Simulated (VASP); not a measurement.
# LiBe16 (a cell with a defect) in VASP: notebook

The runs below take LiBe16 (a cell with a defect) through single point, with LDA.

Everything below comes from runs of VASP 6.6.1. Logs are shortened: lines on timing, memory, paths and dates and some standing lists are left out, and cuts for length are marked.

**1. The crystal as given**

The cell holds a defect, 17 atoms: a = 4.580 Å, b = 3.966 Å, c = 7.177 Å, α = 90.00°, β = 90.00°, γ = 90.00°.

The cell was built by a generator and needn't be a form met in nature.

**2. Single point, LDA**

INCAR reads:

```
SYSTEM = LiBe16
PREC = Accurate
ENCUT = 520
EDIFF = 1E-6
ISMEAR = 0
SIGMA = 0.1
LREAL = Auto
LASPH = .True.
NELM = 60
ALGO = Fast
ISIF = 2
LWAVE = .False.
LCHARG = .False.
NBANDS = 32
```

KPOINTS reads:

```
regular mesh
0
Gamma
  4 4 3
  0 0 0
```

POSCAR reads:

```
LiBe16
1.0
   -2.2900000000     -3.9663960000      0.0000000000
    3.4350000000     -1.9831980000      0.0000000000
    0.0000000000      0.0000000000      7.1768600000
Be Li
16 1
Direct
    0.7610013365      0.4931779824      0.0029852824
    0.5234390603      0.5008039740      0.2576613712
    0.7599373517      0.4923381644      0.5119132930
    0.4926059073      0.2906436004      0.7577076607
    0.4826117965     -0.0745125255      0.0049719262
    0.3118787004      1.1133412568      0.2581047130
    0.4831664704     -0.0729470366      0.5106182364
    0.2342358418      0.7854747183      0.7575224044
    0.2453282978      0.4274305256      0.0040450627
   -0.0735074296      0.2932426070      0.2572177679
    0.2452641661      0.4283080252      0.5111427297
   -0.0097092955      0.3001292690      0.7574119071
   -0.0125285142     -0.0127803467      0.0026814194
    0.7188787239      0.8925269986      0.2577482272
   -0.0113835970     -0.0140700383      0.5120042581
    0.7381134975      0.8065161230      0.7572898976
    0.1239848861      0.7038625024      0.2570167430
```

Potentials or basis: VASP PAW LDA potentials, release 64 (Be, Li_sv).

Run with:

```console
> cat potpaw_LDA.64/Be/POTCAR potpaw_LDA.64/Li_sv/POTCAR > POTCAR
> mpirun -np 1 vasp_std > vasp.out
```

OUTCAR:

```text
SYSTEM = LiBe16
   PREC = Accurate
   ENCUT = 520
   EDIFF = 1E-6
   ISMEAR = 0
   LREAL = Auto
   LASPH = .True.
   NELM = 60
   ISIF = 2

 ion  position               nearest neighbor table
   1  0.761  0.493  0.003-   2 2.13  10 2.13   5 2.14  16 2.16  12 2.19  13 2.22   9 2.23  13 2.26
                             4 2.29   9 2.38
   2  0.523  0.501  0.258-  14 1.79   6 1.82  17 2.00  10 2.02   3 2.12   1 2.13  11 2.24   9 2.24

   3  0.760  0.492  0.512-   2 2.12  10 2.13   7 2.14  16 2.16  12 2.19  15 2.22  11 2.24  15 2.27
                             4 2.29  11 2.37
   4  0.493  0.291  0.758-   9 2.17  11 2.17  16 2.23  12 2.28   7 2.29   5 2.29   3 2.29   8 2.29
                             1 2.29  12 2.30   8 2.33  16 2.33
   5  0.483  0.925  0.005-   6 2.11  14 2.12   1 2.14  16 2.18   8 2.18   9 2.25   9 2.27  13 2.28
                             4 2.29  13 2.33
   6  0.312  0.113  0.258-   2 1.82  17 1.84  10 1.90  14 2.06   7 2.11   5 2.11  11 2.23   9 2.23
                            17 2.50
   7  0.483  0.927  0.511-   6 2.11  14 2.12   3 2.14  16 2.17   8 2.18  11 2.26  11 2.27  15 2.28
                             4 2.29  15 2.33
   8  0.234  0.785  0.758-   7 2.18   5 2.18  12 2.23  15 2.24  13 2.24  11 2.27   9 2.27  16 2.27
                             4 2.29  16 2.31   4 2.33  12 2.33
   9  0.245  0.427  0.004-  13 2.11   4 2.17  12 2.18  17 2.19   6 2.23   1 2.23   2 2.24   5 2.25
                             5 2.27   8 2.27   1 2.38
  10  0.926  0.293  0.257-  14 1.85  17 1.86   6 1.90   2 2.02   1 2.13   3 2.13  13 2.21  15 2.22
[... 9 lines left out ...]
  15  0.989  0.986  0.512-  11 2.11  12 2.16  10 2.22  16 2.22   3 2.22  17 2.23  14 2.23   8 2.24
                             3 2.27   7 2.28   7 2.33
  16  0.738  0.807  0.757-   3 2.16   1 2.16   7 2.17   5 2.18  13 2.22  15 2.22   4 2.23  12 2.27
                             8 2.27   8 2.31  12 2.32   4 2.33
  17  0.124  0.704  0.257-   6 1.84  10 1.86   2 2.00  14 2.00   9 2.19  11 2.20  15 2.23  13 2.23
                             6 2.50

  LATTYP: Found a simple orthorhombic cell.
 ALAT       =     3.9663962620
 B/A-ratio  =     1.1547004875
 C/A-ratio  =     1.8094157835

  Lattice vectors:

 A1 = (  -3.4350000000,   1.9831980000,   0.0000000000)
 A2 = (  -2.2900000000,  -3.9663960000,   0.0000000000)
 A3 = (   0.0000000000,   0.0000000000,   7.1768600000)

Analysis of symmetry for initial positions (statically):
=====================================================================
 Subroutine PRICEL returns:
 Original cell was already a primitive cell.

 Routine SETGRP: Setting up the symmetry group for a
 simple orthorhombic supercell.

 Subroutine GETGRP returns: Found  1 space group operations
 (whereof  1 operations were pure point group operations)
 out of a pool of  8 trial point group operations.

The static configuration has the point symmetry C_1 .

Analysis of symmetry for dynamics (positions and initial velocities):
=====================================================================
 Subroutine PRICEL returns:
 Original cell was already a primitive cell.

 Routine SETGRP: Setting up the symmetry group for a
 simple orthorhombic supercell.

 Subroutine GETGRP returns: Found  1 space group operations
 (whereof  1 operations were pure point group operations)
 out of a pool of  8 trial point group operations.

The dynamic configuration has the point symmetry C_1 .

 Subroutine INISYM returns: Found  1 space group operations
 (whereof  1 operations are pure point group operations),
 and found     1 'primitive' translations

----------------------------------------------------------------------------------------

                                     Primitive cell

  volume of cell :     130.3755

  direct lattice vectors                    reciprocal lattice vectors
    -2.290000000 -3.966396000  0.000000000    -0.109170306 -0.189088533  0.000000000
     3.435000000 -1.983198000  0.000000000     0.218340611 -0.126059022  0.000000000
     0.000000000  0.000000000  7.176860000     0.000000000  0.000000000  0.139336702

  length of vectors
     4.579999697  3.966396262  7.176860000     0.218340626  0.252118027  0.139336702

  position of ions in fractional coordinates (direct lattice)
     0.761001337  0.493177982  0.002985282
     0.523439060  0.500803974  0.257661371
     0.759937352  0.492338164  0.511913293
     0.492605907  0.290643600  0.757707661
     0.482611797  0.925487475  0.004971926
     0.311878700  0.113341257  0.258104713
[... 9 lines left out ...]
     0.738113498  0.806516123  0.757289898
     0.123984886  0.703862502  0.257016743

  ion indices of the primitive-cell ions
   primitive index   ion index
                 1           1
                 2           2
                 3           3
                 4           4
                 5           5
                 6           6
[... 9 lines left out ...]
                16          16
                17          17

----------------------------------------------------------------------------------------

 KPOINTS: regular mesh

Automatic generation of k-mesh.
 Grid dimensions read from file:
 generate k-points for:    4    4    3

 Generating k-lattice:

  Cartesian coordinates                     Fractional coordinates (reciprocal lattice)
    -0.027292576 -0.047272133  0.000000000     0.250000000  0.000000000  0.000000000
     0.054585153 -0.031514755  0.000000000     0.000000000  0.250000000  0.000000000
     0.000000000  0.000000000  0.046445567     0.000000000  0.000000000  0.333333333

  Length of vectors
     0.054585156  0.063029507  0.046445567

  Shift w.r.t. Gamma in fractional coordinates (k-lattice)
     0.000000000  0.000000000  0.000000000

 Subroutine IBZKPT returns following result:
 ===========================================

 Found     26 irreducible k-points:

 Following reciprocal coordinates:
            Coordinates               Weight
  0.000000  0.000000  0.000000      1.000000
  0.250000  0.000000  0.000000      2.000000
  0.500000  0.000000  0.000000      1.000000
  0.000000  0.250000  0.000000      2.000000
  0.250000  0.250000  0.000000      2.000000
 -0.250000  0.250000  0.000000      2.000000
[... 16 lines left out ...]
  0.000000  0.500000  0.333333      2.000000
  0.250000  0.500000  0.333333      2.000000
 [... further k-points ...]
   k-points           NKPTS =     26   k-points in BZ     NKDIM =     26   number of bands    NBANDS=     32
   number of dos      NEDOS =    301   number of ions     NIONS =     17
   total plane-waves  NPLWV =  58320
   dimension x,y,z NGX =    36 NGY =   30 NGZ =   54
   dimension x,y,z NGXF=    72 NGYF=   60 NGZF=  108
   ions per type =              16   1
   NGX,Y,Z   is equivalent  to a cutoff of  13.07, 12.57, 12.51 a.u.
   NGXF,Y,Z  is equivalent  to a cutoff of  26.13, 25.15, 25.02 a.u.
 SYSTEM =  LiBe16
   PREC   = accura    normal or accurate (medium, high low for compatibility)
   ISTART =      0    job   : 0-new  1-cont  2-samecut
   ICHARG =      2    charge: 1-file 2-atom 10-const
   ISPIN  =      1    spin polarized calculation?
   LNONCOLLINEAR =      F non collinear calculations
   LSORBIT =      F    spin-orbit coupling
   LASPH  =      T    aspherical Exc in radial PAW
   ENCUT  =  520.0 eV  38.22 Ry    6.18 a.u.   8.52  7.37 13.34*2*pi/ulx,y,z
   NELM   =     60;   NELMIN=  2; NELMDL= -5     # of ELM steps
   EDIFF  = 0.1E-05   stopping-criterion for ELM
   LREAL  =      T    real-space projection
   EDIFFG = 0.1E-04   stopping-criterion for IOM
   NSW    =      0    number of steps for IOM
   IBRION =     -1    ionic relax: 0-MD 1-quasi-New 2-CG
   NFREE  =      0    steps in history (QN), initial steepest desc. (CG)
   ISIF   =      2    stress and relaxation
   ISYM   =      2    0-nonsym 1-usesym 2-fastsym
   POTIM  = 0.5000    time-step for ionic-motion
   TEBEG  =    0.0;   TEEND  =   0.0 temperature during run
   PSTRESS=    0.0 pullay stress
   NELECT =      35.0000    total number of electrons
   NUPDOWN=      -1.0000    fix difference up-down
   EMIN   =  10.00;   EMAX   =-10.00  energy-range for DOS
   EFERMI =   0.00;   METHOD = LEGACY
   ISMEAR =     0;   SIGMA  =   0.10  broadening in eV -4-tet -1-fermi 0-gaus
   EFERMI_NEDOS =   21; number of points for ismear=-14 and -15
   IALGO  =     68    algorithm
   IMIX   =      4    mixing-type and parameters
     AMIX     =   0.40;   BMIX     =  1.00
     AMIX_MAG =   1.60;   BMIX_MAG =  1.00
  volume/ion in A,a.u.               =       7.67        51.75
  Fermi-wavevector in a.u.,A,eV,Ry     =   1.056085  1.995711 15.174786  1.115315
  Thomas-Fermi vector in A             =   2.191307
   LORBIT       =      0    0 simple, 1 ext, 2 COOP (PROOUT), +10 PAW based schemes
   GGA     = CA    functional components
   LHFCALC =     F    Hartree Fock is set to
   AEXX    =    0.0000 exact exchange contribution
   IVDW    =     0    specifies the selected vdW correction
   LEPSILON=     F    determine dielectric tensor
   LRPA    =     F    only Hartree local field effects (RPA)
 non-spin polarized calculation
 RMM-DIIS sequential band-by-band and
 Gauss-broadening in eV      SIGMA  =   0.10
  energy-cutoff  :      520.00
  volume of cell :      130.38
 maximum number of plane-waves:      3529
 NGX is ok and might be reduce to    36
   NGX = 17   NGY = 15   NGZ = 27

 number of electron      35.0000002 magnetization

 Free energy of the ion-electron system (eV)
  ---------------------------------------------------
  ext. energy  EPLUGINS =         0.00000000
  ---------------------------------------------------
  free energy    TOTEN  =       -65.06073982 eV

  energy without entropy =      -65.04020048  energy(sigma->0) =      -65.05047015

 E-fermi :   7.0257     XC(G=0): -10.6843

 val. band max:        7.0252344064   @ k =  -0.2500   0.2500   0.0000
 cond. band min:       7.0274237689   @ k =   0.0000   0.5000   0.3333
 fundamental gap:      0.0021893625
 Fermi energy:         7.0256911726

 k-point     1 :       0.0000    0.0000    0.0000
  band No.  band energies     occupation
      1     -38.2446      2.00000
      2      -4.1339      2.00000
      3      -2.2412      2.00000
      4      -1.9968      2.00000
      5       0.7946      2.00000
      6       0.9623      2.00000
[... 757 lines left out ...]
     28      13.0205      0.00000
     29      13.1462      0.00000

 [... further k-points ...]

 [bands above 29 left out]

------------------------ aborting loop because EDIFF is reached ----------------------------------------

  FORCE on cell =-STRESS in cart. coord.  units (eV):
  Direction    XX          YY          ZZ          XY          YZ          ZX
  --------------------------------------------------------------------------------------
  -------------------------------------------------------------------------------------
  Total        5.8313595     10.6808956     -2.2019956     -5.2117790     -0.0406789     -0.0076545
  in kB       71.6612490    131.2569262    -27.0601996    -64.0472598     -0.4999008     -0.0940658
  external PRESSURE =      58.6193252 kB  Pullay stress =       0.0000000 kB

 VOLUME and BASIS-vectors are now :
 -----------------------------------------------------------------------------
  energy-cutoff  :      520.00
  volume of cell :      130.38
      direct lattice vectors                 reciprocal lattice vectors
    -2.290000000 -3.966396000  0.000000000    -0.109170306 -0.189088533  0.000000000
     3.435000000 -1.983198000  0.000000000     0.218340611 -0.126059022  0.000000000
     0.000000000  0.000000000  7.176860000     0.000000000  0.000000000  0.139336702

 POSITION                                       TOTAL-FORCE (eV/Angst)
 -----------------------------------------------------------------------------------
     -0.04863     -3.99650      0.02142        -0.009957      0.010360     -0.003580
      0.52159     -3.06936      1.84920        -0.002426      0.008206     -0.017431
     -0.04907     -3.99062      3.67393        -0.021789     -0.011301      0.004623
     -0.12971     -2.53027      5.43796        -0.000552     -0.003599     -0.000399
      2.07387     -3.74965      0.03568         0.010807     -0.009553     -0.008478
     -0.32488     -1.46181      1.85238        -0.006583     -0.003426     -0.007874
[... 9 lines left out ...]
      1.08010     -4.52713      5.43496         0.002037     -0.004098      0.015033
      2.13384     -1.88767      1.84457         0.005022     -0.004565      0.006773
 -----------------------------------------------------------------------------------
    total drift:                               -0.005637      0.008874      0.005847

  FREE ENERGIE OF THE ION-ELECTRON SYSTEM (eV)
  ---------------------------------------------------
  free  energy   TOTEN  =       -65.0607398207 eV

  energy  without entropy=      -65.0402004759  energy(sigma->0) =      -65.05047015
```

Run time: 1.7 min. Hardware: 1 thread of Intel Xeon 6975P-C (Granite Rapids), shared host; peak memory 0.22 GiB.

Results:

| Property | Result |
| --- | --- |
| Free energy | -65.0607 eV |
| Largest force | 0.032 eV/Å |
| Band gap on the k mesh | none (metal or under the smearing width) |

Forces on the atoms (eV/Å):
```
Be  -0.010  0.010 -0.004
Be  -0.002  0.008 -0.017
Be  -0.022 -0.011  0.005
Be  -0.001 -0.004  0.000
Be   0.011 -0.010 -0.008
Be  -0.007 -0.003 -0.008
Be  -0.010  0.002  0.007
Be  -0.004  0.012  0.008
Be   0.010  0.001 -0.005
Be   0.005  0.011  0.008
Be   0.011  0.006  0.002
Be   0.003  0.003 -0.007
Be  -0.011 -0.002 -0.014
Be  -0.004 -0.005 -0.009
Be   0.023 -0.009  0.021
Be   0.002 -0.004  0.015
Li   0.005 -0.005  0.007
```

Levels at points of the mesh, in eV from the Fermi level:
| k point | band 15 | band 16 | band 17 | band 18 | band 19 | band 20 |
| --- | --- | --- | --- | --- | --- | --- |
| (0.00, 0.00, 0.00) | -3.29 | -1.37 | 0.06 | 0.29 | 0.49 | 1.07 |
| (0.50, 0.00, 0.00) | -2.19 | -1.85 | -1.55 | -0.06 | 0.25 | 0.30 |
| (0.00, 0.50, 0.00) | -3.07 | -2.61 | -2.41 | -0.46 | 0.70 | 1.23 |
| (0.50, 0.50, 0.00) | -1.15 | -0.59 | -0.07 | 0.11 | 0.47 | 0.52 |

Caveat: the k mesh is coarse (spacing up to 0.40 Å⁻¹), so the values aren't converged; the cutoff is under 1.25 times the usual one of these potentials, so pressure, stress and relaxed cells hold a basis-set (Pulay) error.

[end of part 1 of 4]
